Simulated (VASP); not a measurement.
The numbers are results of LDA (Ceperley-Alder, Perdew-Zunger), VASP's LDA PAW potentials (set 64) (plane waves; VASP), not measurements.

VASP input:

File KPOINTS:
```
K-points
0
gamma
 11 11 11
```

POSCAR:
```
RuAl
1
    2.9561123468     0.0000000000    -0.0000000000
    0.0000000000     2.9561123468     0.0000000000
   -0.0000000000     0.0000000000     2.9561123468
Al Ru
1 1
Direct
  0.5000000000   0.5000000000   0.5000000000
  0.0000000000   0.0000000000   0.0000000000
```

### INCAR
```
SYSTEM = RuAl
PREC = Accurate; ENCUT = 520; LREAL = .FALSE.
LASPH = .TRUE.
EDIFF = 1E-6; NELM = 100; ALGO = Normal
LMAXMIX = 4
ISMEAR = 1; SIGMA = 0.1
IBRION = 2; NSW = 60; ISIF = 3
EDIFFG = -0.01
LWAVE = .FALSE.; LCHARG = .FALSE.
```

POTCAR, in this order: Al Ru_pv (LDA.64 set). Program: vasp_std.

Output of the run:

OSZICAR:
```
       N       E                     dE             d eps       ncg     rms          rms(c)
DAV:   1     0.116327099145E+03    0.11633E+03   -0.92602E+03  1344   0.133E+03
DAV:   2    -0.143649907587E+02   -0.13069E+03   -0.12524E+03  1424   0.357E+02
DAV:   3    -0.168498891263E+02   -0.24849E+01   -0.24095E+01  1648   0.504E+01
DAV:   4    -0.168725399624E+02   -0.22651E-01   -0.22628E-01  1556   0.486E+00
DAV:   5    -0.168731361906E+02   -0.59623E-03   -0.59620E-03  1696   0.639E-01    0.133E+01
DAV:   6    -0.162668777068E+02    0.60626E+00   -0.35175E+00  1416   0.216E+01    0.247E+00
DAV:   7    -0.161946681562E+02    0.72210E-01   -0.25652E-01  1420   0.616E+00    0.227E+00
DAV:   8    -0.161739591043E+02    0.20709E-01   -0.20735E-02  1476   0.121E+00    0.222E-01
DAV:   9    -0.161738264209E+02    0.13268E-03   -0.26107E-04  1732   0.139E-01    0.133E-01
DAV:  10    -0.161738096357E+02    0.16785E-04   -0.35996E-05  1636   0.814E-02    0.972E-03
DAV:  11    -0.161738091670E+02    0.46873E-06   -0.19570E-06  1088   0.194E-02
   1 F= -.16173809E+02 E0= -.16173421E+02  d E =-.161738E+02
```

OUTCAR:
```
------------------------ aborting loop because EDIFF is reached ----------------------------------------
  FORCE on cell =-STRESS in cart. coord.  units (eV):
  Direction    XX          YY          ZZ          XY          YZ          ZX
  --------------------------------------------------------------------------------------
  Total        0.0078446      0.0078446      0.0078446     -0.0000000      0.0000000     -0.0000000
  in kB        0.4865389      0.4865389      0.4865389     -0.0000000      0.0000000     -0.0000000
  external PRESSURE =       0.4865389 kB  Pullay stress =       0.0000000 kB
  volume of cell :       25.83
      direct lattice vectors                 reciprocal lattice vectors
     2.956112347  0.000000000  0.000000000     0.338282136  0.000000000  0.000000000
     0.000000000  2.956112347  0.000000000     0.000000000  0.338282136  0.000000000
     0.000000000  0.000000000  2.956112347     0.000000000  0.000000000  0.338282136
 POSITION                                       TOTAL-FORCE (eV/Angst)
 -----------------------------------------------------------------------------------
      1.47806      1.47806      1.47806         0.000000      0.000000      0.000000
      0.00000      0.00000      0.00000         0.000000      0.000000      0.000000
 -----------------------------------------------------------------------------------
    total drift:                                0.000000      0.000000      0.000000
  FREE ENERGIE OF THE ION-ELECTRON SYSTEM (eV)
  ---------------------------------------------------
  free  energy   TOTEN  =       -16.1738091670 eV

  energy  without entropy=      -16.1726445051  energy(sigma->0) =      -16.17342095

 reached required accuracy - stopping structural energy minimisation
```
(Selected blocks of OUTCAR.)

The compound is RuAl in the CsCl type structure. It was relaxed first. The start is the result of an earlier pass. The electron count is odd and the run is not spin-polarised, which forces a metal.
